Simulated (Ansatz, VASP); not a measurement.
## One calculation of Ba3Y, two programs

INCAR

```
ALGO     = Normal         # electronic algorithm
EDIFF    = 1E-7           # SCF threshold, eV
ENCUT    = 520            # plane-wave cutoff, eV
GGA      = PE             # functional
ISIF     = 2              # what is computed and relaxed
ISMEAR   = -1             # smearing method
LASPH    = T              # aspherical terms in the spheres
LCHARG   = F              # write CHGCAR
LREAL    = F              # projectors in reciprocal space
LWAVE    = F              # write WAVECAR
NBANDS   = 28             # bands
NELM     = 80             # most SCF steps
PREC     = Accurate       # precision mode
SIGMA    = 0.05           # smearing width, eV
```

Contents of KPOINTS:

```
k-points
0
Gamma
  7 7 7
```

The input POSCAR:

```
Ba3Y
1.0
   -2.9755626367      2.9755626367      5.9730978340
    2.9755626367     -2.9755626367      5.9730978340
    2.9755626367      2.9755626367     -5.9730978340
Ba Y
3 1
Direct
    0.5000000000      0.5000000000      0.0000000000
    0.2500000000      0.7500000000      0.5000000000
    0.7500000000      0.2500000000      0.5000000000
    0.0000000000      0.0000000000      0.0000000000
```

input.yaml

```yaml
crystal:
  lattice:
    - [-2.9755626367, 2.9755626367, 5.973097834]
    - [2.9755626367, -2.9755626367, 5.973097834]
    - [2.9755626367, 2.9755626367, -5.973097834]
  atoms:
    - { symbol: Ba, position: [0.5, 0.5, 0.0] }
    - { symbol: Ba, position: [0.25, 0.75, 0.5] }
    - { symbol: Ba, position: [0.75, 0.25, 0.5] }
    - { symbol: "Y", position: [0.0, 0.0, 0.0] }
hamiltonian:
  xc: pbe
  pseudopotentials: { kind: paw }
kpoints:
  mp_grid: { grid: [7, 7, 7] }
scf:
  occupations: { method: fermi_dirac, width: 0.05 }
output:
  forces: true
  stress: true
  eigenvalues: true
```

Change from the starting cell: volume scaled by 1.02.

Alike in both runs: task single point; functional PBE; k mesh 7 × 7 × 7; occupations fermi-dirac, width 0.05 eV; no spin polarisation.

```csv
,VASP,Ansatz
version,VASP 6.6.1,Ansatz 0.2.0
potentials or method,"VASP PAW PBE potentials, release 64 (Ba_sv, Y_sv)",Ansatz PAW
plane-wave cutoff (eV),520,420
valence electrons in the cell,41,41
```

VASP gave:

- gap on the k mesh at the Fermi level (eV): none
- pressure (GPa): -0.2
- largest component of the traceless stress (GPa): 0.05

Task: What did Ansatz give for the same quantities?

Result: gap on the k mesh at the Fermi level (eV): none; pressure (GPa): -0.3; largest component of the traceless stress (GPa): 0.05.

A gap of «none» marks a metal or a gap that the smearing closes. With one functional, cell and mesh, what is left measures potentials, basis and numerics.

The runs have no spin-orbit coupling, so splittings on Ba are missing.
